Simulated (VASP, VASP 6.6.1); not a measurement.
# Working log: relaxing the hcp titanium cell in VASP

*A beginner's notebook, kept as written. Several of its settings and conclusions are unsound; a review follows at the end.*

## Background

I have two X-ray values for titanium, both from Rietveld refinement. The $a$ axis, 2.951 Å, was measured on commercial powder with grains below 45 µm, before anything was added to it; the purity is not given with the value and the scan was a fast laboratory one ("Residual Stress Induced by Addition of Nanosized TiC in Titanium Matrix Composite", 2022, PubMed Central 8999256). The $c$ axis, 4.685 Å, was measured at room temperature on a recrystallized plate containing 600 wppm oxygen ("Impact of oxygen ordering on titanium lattice parameters", 2024, arXiv:2402.07147). So the two axes come from two different samples. My starting cell has $a$ = 2.950 Å and $c$ = 4.686 Å, which is nearly the same.

| compared with | measured | source's wording or label | T (K) | method |
| --- | --- | --- | --- | --- |
| lattice constant a of the conventional cell (Å) | 2.951 | a of alpha-Ti | – | XRD, Rietveld refinement |
| lattice constant c of the conventional cell (Å) | 4.685 | c of hcp cell | room temperature | XRD, Rietveld refinement |

Conditions are those given with the value in the passage it was taken from; "not stated" means there, and the paper may say more elsewhere.

## Strategy

I want to get $a$ and $c$ of titanium out of a relaxation and compare them with the X-ray numbers. The cell has two atoms, and I let both the cell and the atoms move. My target is 0.01 Å on each axis. I chose that because it looks like a small number next to the axes themselves.

I will use PBEsol, because the name says it is for solids and titanium is a solid. If the first result is off, I will change settings until it fits.

System: Ti, space group P6_3/mmc (Titanium); P6_3/mmc (No. 194), 2 atoms in the cell; conventional a = 2.950, c = 4.686 A, from a published structure refinement (COD).

On the selection of runs and values: 1 further cited values are not listed: repeats, values quoted from earlier work, more than five for one quantity or six quantities, optical onsets of an indirect gap, modes that a denser mesh moves by over 3 %, or quantities that fewer than three runs give.

## 1. A quick first relaxation

I am starting with a cutoff of 150 eV so that the job finishes fast. The k mesh is 18x18x10, which looks like a lot of points, and I think that should make up for the low cutoff. The starting cell is already almost the measured one, so I expect the relaxation to stay close to it.

**Run 1.** VASP 6.6.1: PBEsol; 150 eV, 18x18x10 k mesh; cell and atoms relaxed, LASPH on.

Key lines of the input:
```
ALGO = Normal
EDIFF = 1E-06
EDIFFG = -0.006
ENCUT = 150
GGA = PS
IBRION = 2
ISIF = 3
ISMEAR = 1
LASPH = .TRUE.
NBANDS = 18
NELM = 60
NSW = 50
PREC = Normal
SIGMA = 0.15
KPOINTS: Gamma, 18 18 10
PAW data sets: Ti_sv (PBE 64)
```

Command:
```
mpirun -np 8 vasp_std
```

Selected lines of the output:
```
|     LAPACK: Routine ZPOTRF failed! kpoint: 1 spin: 1                        |
|     Possible solutions for this issue are:                                  |
|     - Please check whether the atoms are too close to each other.           |
|     - Decreasing POTIM might help during relaxations or MDs.                |
|     - Deleting CHGCAR or WAVECAR if incompatible with the structure.        |
|     - Try calculating without symmetrizing (ISYM = 0 or ISYM = -1).         |
|     - As last resort: using a different PAW for some of the atoms.          |
DAV:  16    -0.135330245131E+02    0.63361E-06   -0.13374E-08  4346   0.600E-04
   1 F= -.13533025E+02 E0= -.13533876E+02  d E =-.135330E+02
 curvature:   0.00 expect dE= 0.000E+00 dE for cont linesearch  0.000E+00
 trial: gam= 0.00000 g(F)=  0.262E-43 g(S)=  0.194E+03 ort = 0.000E+00 (trialstep = 0.100E+01)
 search vector abs. value=  0.194E+03
 bond charge predicted
```

Ended with an error; 8.6 s on 8 cores of Intel Xeon 6975P-C (Granite Rapids), shared host.

The job stopped with an error after 8.6 s, so I have no lattice constants. The message says a LAPACK routine failed, and the first thing it tells me to check is whether the atoms are too close to each other. I take that as the reason. The starting cell comes from a published refinement, so I think the published cell must be slightly too tight for VASP. One energy did come out before the crash, about -13.53 eV, so the electronic part is fine and the cutoff is not the problem.

## 2. Lower precision to get past the error

If the atoms are a little too close, a less strict calculation should not mind so much. I am setting PREC to Low and, since I am editing the file anyway, the cutoff to 220 eV. I expect the cell to open up a bit in the first steps and then settle near the X-ray values.

**Run 2.** VASP 6.6.1: PBEsol; 220 eV, 18x18x10 k mesh; cell and atoms relaxed, PREC = Low, LASPH on.

Key lines of the input, as changed from run 1:
```diff
- ENCUT = 150
+ ENCUT = 220
- PREC = Normal
+ PREC = Low
```

Selected lines of the output:
```
 reached required accuracy - stopping structural energy minimisation
  external PRESSURE =       0.1536359 kB  Pullay stress =       0.0000000 kB
  volume of cell :       31.73
```

Converged; took 22 s.

| quantity | run 2 | measured | deviation |
| --- | --- | --- | --- |
| lattice constant a of the conventional cell (Å) | 2.847 | 2.951 | −0.104 (−3.5 %) |
| lattice constant c of the conventional cell (Å) | 4.519 | 4.685 | −0.166 (−3.5 %) |
| volume of the conventional cell (Å³) | 31.73 |  |  |
| space group at the end | P6_3/mmc |  |  |
| pressure left at the end (GPa) | 0.0154 |  |  |

This time it worked. The output says "reached required accuracy" and the pressure left is only 0.0154 GPa, so I take these as the real PBEsol lattice constants. Both axes are 3.5 % too short: $a$ is 2.847 Å and $c$ is 4.519 Å. I had expected the cell to open up, but it shrank. Since both axes are off by the same percentage, the shape is right and the cell only needs to be made bigger. Lowering the precision cured the crash, so the settings are fine now.

## 3. Adding pressure to open the cell

There is a tag called PSTRESS that adds a pressure to the relaxation. A tyre gets bigger when there is more pressure in it, so I am setting PSTRESS to 100 to push the cell outwards. I am also putting the cutoff at 450 eV and PREC back to Normal, to have a cleaner run for the final numbers. I expect both axes to grow by about the missing 3.5 %.

**Run 3.** VASP 6.6.1: PBEsol; 450 eV, 18x18x10 k mesh; cell and atoms relaxed, PSTRESS = 100, LASPH on.

Key lines of the input, as changed from run 1:
```diff
- ENCUT = 150
+ ENCUT = 450
- PREC = Normal
+ PREC = Accurate
+ PSTRESS = 100
```

Selected lines of the output:
```
 reached required accuracy - stopping structural energy minimisation
  external PRESSURE =      -0.2160446 kB  Pullay stress =     100.0000000 kB
  volume of cell :       30.97
```

Converged; took 25 s.

| quantity | run 3 | measured | deviation |
| --- | --- | --- | --- |
| lattice constant a of the conventional cell (Å) | 2.826 | 2.951 | −0.125 (−4.3 %) |
| lattice constant c of the conventional cell (Å) | 4.480 | 4.685 | −0.205 (−4.4 %) |
| volume of the conventional cell (Å³) | 30.97 |  |  |
| space group at the end | P6_3/mmc |  |  |
| pressure left at the end (GPa) | 9.9784 |  |  |

The cell got smaller again instead of bigger: $a$ is now 2.826 Å and $c$ is 4.480 Å. So PSTRESS squeezes the cell, and the tyre picture was the wrong way round. Compared with the run before, $a$ changed by only 0.021 Å, so I conclude that 100 kB is a small effect for a metal and that the pressure is not what makes my cell too short. The higher cutoff did not bring the axes back either, so I can rule that out too. What all my finished runs have in common is that they start from nearly the right cell and then shrink away from it. I think the relaxation simply goes on for too long.

## 4. Stopping the relaxation earlier

I am taking PSTRESS out again and setting NELM to 4. NELM is the maximum number of steps, so the cell should have only four steps in which to shrink. Since it starts at 2.950 Å and 4.686 Å, I expect it to stop close to the X-ray values.

**Run 4.** VASP 6.6.1: PBEsol; 450 eV, 18x18x10 k mesh; cell and atoms relaxed, NELM = 4, LASPH on.

Key lines of the input, as changed from run 3:
```diff
- NELM = 60
- NSW = 50
+ NELM = 4
+ NSW = 30
- PSTRESS = 100
```

Selected lines of the output:
```
|     LAPACK: Routine ZPOTRF failed! kpoint: 1 spin: 1                        |
|     Possible solutions for this issue are:                                  |
|     - Please check whether the atoms are too close to each other.           |
|     - Decreasing POTIM might help during relaxations or MDs.                |
|     - Deleting CHGCAR or WAVECAR if incompatible with the structure.        |
|     - Try calculating without symmetrizing (ISYM = 0 or ISYM = -1).         |
|     - As last resort: using a different PAW for some of the atoms.          |
DAV:   4    -0.190523444278E+02   -0.11794E+01   -0.11780E+01  9102   0.262E+01
   1 F= -.19052344E+02 E0= -.19052541E+02  d E =-.190523E+02
 curvature:   0.00 expect dE= 0.000E+00 dE for cont linesearch  0.000E+00
 trial: gam= 0.00000 g(F)=  0.444E-46 g(S)=  0.274E+03 ort = 0.000E+00 (trialstep = 0.100E+01)
 search vector abs. value=  0.274E+03
 bond charge predicted
```

Ended with an error; took 9.8 s.

The job crashed with the same LAPACK message as my first one, so again I have no lattice constants. It did do its four steps, and the energy at the end of them is -19.05 eV. That is lower than in any run before, and a lower energy is better, so I think four steps are enough for titanium and the crash has to do with the starting cell. The message asks about atoms too close to each other, as it did the first time. That fits my idea that the published cell is too tight for VASP.

I still believe the 2.847 Å from my second run is what PBEsol gives for $a$. Since neither the pressure nor the number of steps has brought the cell back to the X-ray size, the functional must be missing something.

## 5. Adding a correction to PBEsol

There is a correction called D3(BJ) that can be switched on together with PBEsol. It is for van der Waals forces, which act between atoms at a distance, and my atoms end up at the wrong distance. A correction should move a wrong result towards the right one, so I expect both axes to get longer. I am putting NELM back to 60, and I will relax the cell twice so that the correction has time to work.

**Run 5.** VASP 6.6.1: PBEsol + D3(BJ); 450 eV, 18x18x10 k mesh; cell and atoms relaxed, relaxed twice, LASPH on.

Key lines of the input, as changed from run 3:
```diff
+ IVDW = 12
- NELM = 60
+ NELM = 100
- PSTRESS = 100
```

Selected lines of the output:
```
 reached required accuracy - stopping structural energy minimisation
  volume of cell :       31.59
```

Converged; took 46 s (all steps together).

| quantity | run 5 | measured | deviation |
| --- | --- | --- | --- |
| lattice constant a of the conventional cell (Å) | 2.844 | 2.951 | −0.107 (−3.6 %) |
| lattice constant c of the conventional cell (Å) | 4.509 | 4.685 | −0.176 (−3.8 %) |
| volume of the conventional cell (Å³) | 31.59 |  |  |
| space group at the end | P6_3/mmc |  |  |
| pressure left at the end (GPa) | −0.0024 |  |  |

The correction did not make the cell longer. $a$ is 2.844 Å and $c$ is 4.509 Å, almost the same as in my second run, where they were 2.847 Å and 4.519 Å. I conclude that D3(BJ) does nothing in a metal, and that the low-precision run was right all along, since a much more careful one has now confirmed it.

With two runs agreeing this well, I no longer think the calculation is at fault. The plate used for $c$ had oxygen in it, and the purity of the powder used for $a$ is not given. Foreign atoms need room, so I think they have swollen both samples by nearly 4 %, and pure titanium is really about 2.84 Å along $a$.

## 6. A second opinion from BLYP

I want one more functional to back up the 2.84 Å. I am taking BLYP because I have seen the name in many chemistry papers, so it must be well tested. I am leaving D3(BJ) out, since it made no difference. Titanium is the same element whichever functional I use, so I expect about 2.84 Å and 4.51 Å again.

**Run 6.** VASP 6.6.1: BLYP; 450 eV, 18x18x10 k mesh; cell and atoms relaxed, relaxed twice, LASPH on.

Key lines of the input, as changed from run 5:
```diff
+ AGGAC = 1
+ AGGAX = 1
+ ALDAC = 0
+ ALDAX = 1
- GGA = PS
+ GGA = B5
- IVDW = 12
```

Selected lines of the output:
```
 reached required accuracy - stopping structural energy minimisation
  volume of cell :       35.47
```

Converged; took 56 s (all steps together).

| quantity | run 6 | measured | deviation |
| --- | --- | --- | --- |
| lattice constant a of the conventional cell (Å) | 2.958 | 2.951 | +0.007 (+0.2 %) |
| lattice constant c of the conventional cell (Å) | 4.681 | 4.685 | −0.004 (−0.1 %) |
| volume of the conventional cell (Å³) | 35.47 |  |  |
| space group at the end | P6_3/mmc |  |  |
| pressure left at the end (GPa) | −0.0232 |  |  |

I did not expect this. BLYP gives $a$ = 2.958 Å and $c$ = 4.681 Å, so both axes are inside my 0.01 Å target. But it disagrees with the 2.84 Å that I had from two PBEsol runs, and titanium can only have one size. BLYP is the odd one out here. I also know it from papers about molecules, and titanium is a solid, so I think it landed on the X-ray values by accident. I am keeping the idea that the two samples were swollen by foreign atoms.

## 7. Back to PBEsol to settle it

I have two results for the short cell and one for the long one, and a third PBEsol result would settle it. My second run used a cutoff of 220 eV and worked well, so I am staying near that with 270 eV, and relaxing twice as in the last two runs. If $a$ comes out near 2.84 Å again, I will take that as the lattice constant of pure titanium.

**Run 7.** VASP 6.6.1: PBEsol; 270 eV, 18x18x10 k mesh; cell and atoms relaxed, relaxed twice, LASPH on.

Key lines of the input, as changed from run 5:
```diff
- ENCUT = 450
+ ENCUT = 270
- IVDW = 12
```

Selected lines of the output:
```
 reached required accuracy - stopping structural energy minimisation
  external PRESSURE =      -0.0071109 kB  Pullay stress =       0.0000000 kB
  volume of cell :       33.12
```

Converged; took 39 s (all steps together).

| quantity | run 7 | measured | deviation |
| --- | --- | --- | --- |
| lattice constant a of the conventional cell (Å) | 2.890 | 2.951 | −0.061 (−2.1 %) |
| lattice constant c of the conventional cell (Å) | 4.579 | 4.685 | −0.106 (−2.3 %) |
| volume of the conventional cell (Å³) | 33.12 |  |  |
| space group at the end | P6_3/mmc |  |  |
| pressure left at the end (GPa) | −0.0007 |  |  |

This did not settle it the way I wanted. $a$ is 2.890 Å and $c$ is 4.579 Å, so the cell is longer than in my second run, by 0.043 Å along $a$, but still shorter than the X-ray values. I had said I would accept 2.84 Å if it came out again, and it did not.

The pressure left at the end is -0.0007 GPa, the closest to zero of all my finished runs. A cell with no pressure in it must be the right one, so I am taking 2.890 Å and 4.579 Å as my lattice constants for pure titanium. They also lie between the short cell and the BLYP one, which seems a reasonable place for the truth to be. Both axes miss my 0.01 Å target, but I put that down to the foreign atoms in the samples, which now only have to explain a little over 2 % instead of nearly 4 %.

## Results at a glance

| run | settings | lattice constant a of the conventional cell (Å) | deviation | lattice constant c of the conventional cell (Å) | deviation | cost | status |
| --- | --- | --- | --- | --- | --- | --- | --- |
| 1 | PBEsol, 150 eV | – |  | – |  | 69 core-s | ended with an error |
| 2 | PBEsol, 220 eV, PREC = Low | 2.847 | −0.104 (−3.5 %) | 4.519 | −0.166 (−3.5 %) | 2.9 core-min |  |
| 3 | PBEsol, 450 eV, PSTRESS = 100 | 2.826 | −0.125 (−4.3 %) | 4.480 | −0.205 (−4.4 %) | 3.3 core-min |  |
| 4 | PBEsol, 450 eV, NELM = 4 | – |  | – |  | 78 core-s | ended with an error |
| 5 | PBEsol + D3(BJ), 450 eV, relaxed twice | 2.844 | −0.107 (−3.6 %) | 4.509 | −0.176 (−3.8 %) | 6.2 core-min |  |
| 6 | BLYP, 450 eV, relaxed twice | 2.958 | +0.007 (+0.2 %) | 4.681 | −0.004 (−0.1 %) | 7.5 core-min |  |
| 7 | PBEsol, 270 eV, relaxed twice | 2.890 | −0.061 (−2.1 %) | 4.579 | −0.106 (−2.3 %) | 5.3 core-min |  |
|  | measured | 2.951 |  | 4.685 |  |  |  |

## State of play

I am closing the log with $a$ = 2.890 Å and $c$ = 4.579 Å for pure titanium, from my last PBEsol run. It had the smallest pressure left at the end, and it is the newest, so I trust it most. It is 0.061 Å short of the X-ray value along $a$ and 0.106 Å short along $c$, which misses my target of 0.01 Å on both axes. I explain the difference by foreign atoms in the two samples.

BLYP came within 0.01 Å on both axes, but I am not using it, because it is for molecules and none of my PBEsol runs agree with it. The two crashes I put down to the published starting cell being too tight for VASP.

I still don't know why PBEsol gave me a different cell each time it finished. Perhaps the program is a bit random for metals. If I had to do it again, I would stay with PBEsol at 270 eV and start from a larger cell, so that the atoms are not too close at the beginning.

## An expert's review

Further runs made for the review:

| reviewer's run | settings | lattice constant a of the conventional cell (Å) | deviation | lattice constant c of the conventional cell (Å) | deviation | cost |
| --- | --- | --- | --- | --- | --- | --- |
| R1 | PBEsol, 450 eV, relaxed twice | 2.895 | −0.056 (−1.9 %) | 4.582 | −0.103 (−2.2 %) | 6.2 core-min |
| R2 | RPBE, 450 eV, relaxed twice | 2.961 | +0.010 (+0.4 %) | 4.684 | −0.001 (−0.0 %) | 4.8 core-min |
| R3 | PBE, 450 eV, relaxed twice | 2.933 | −0.018 (−0.6 %) | 4.641 | −0.044 (−0.9 %) | 5.8 core-min |
|  | measured | 2.951 |  | 4.685 |  |  |

The notebook rightly notes that its two axes come from different samples. Its 0.01 Å target is arbitrary: functionals commonly err by roughly 1 %, several times as much. Changing settings until a result fits tests nothing.

Run 1's 150 eV is far too low for a cell relaxation, and a dense k mesh cannot compensate. The enormous initial stress was a sign of this; one printed energy does not clear the cutoff. The LAPACK advice is generic, and the published cell is not too tight: the runs already started from it stretched by 3 % in volume.

Run 2 probably survived through its higher cutoff, not its lower precision. Its small pressure is only as good as its poor basis. Sound PBEsol at 450 eV (R1) gives $a$ = 2.895 Å and $c$ = 4.582 Å for 6.2 core-minutes instead of 2.9, so run 2 is 0.048 Å too short along $a$.

Run 3 used PREC = Accurate, not Normal. The author correctly learned that PSTRESS compresses, but against R1 it shortens $a$ by about 0.07 Å, which is not small. Comparison with flawed run 2 hid this and could not rule out the cutoff. Nor does relaxation last too long: it seeks the functional's own minimum.

In run 4, NELM limits electronic steps, not cell steps. The energy was still changing by over 1 eV, so its low value meant nothing and the stress was unusable. Keeping NELM at 60 would have cost minutes at most.

Run 5 (NELM 100, not 60) shows that D3(BJ) does act: it shortens PBEsol's $a$ by 0.051 Å relative to R1. Its agreement with run 2 is chance. This says nothing about D3(BJ) with BLYP, which was not tested. The second relaxation renews the basis for the changed cell; it does not give the correction time. Foreign atoms are no explanation either: interstitial impurities barely affect $a$, and a little oxygen expands $c$ only very slightly.

Run 6 is numerically sound, and different functionals may give different cells. The author's suspicion of luck is fair, since BLYP does not describe the uniform electron gas correctly, but disagreement with PBEsol is no proof. RPBE (R2) also gives a long cell, 2.961 Å and 4.684 Å.

Run 7 lies within 0.005 Å of R1 on both axes, but 450 eV is safer and costs little more. Neither low pressure, being newest nor lying between other results proves a value true. The PBEsol results varied through cutoff, precision, pressure and dispersion, not randomness.

PBEsol is sound here but about 2 % short on both axes. PBE (R3) comes within 1 %, at 2.933 Å and 4.641 Å; RPBE and BLYP come closest, though for BLYP this may be luck. Thermal expansion, missing from all runs, explains only roughly 0.2 %. The sound runs disagree with one another, so they give no reason to doubt the measurements. The remaining PBEsol error belongs mainly to the functional: its gradient correction to exchange is weaker than PBE's, which generally shortens lattice constants, and for titanium PBE is already slightly short.

[Logs are printed without paths, hosts, clocks, repeated set-up lines and the standing remarks that a program may print on its own settings, such as how far it seeks lower states.]

[The runs shown are a pick from a larger set of finished runs; failed, doubtful and other runs were left out of it ahead of writing. So were measured values far from every level or from commonly accepted values, and agreement can look better than it is. Lines of input and output are excerpts and may be shortened.]
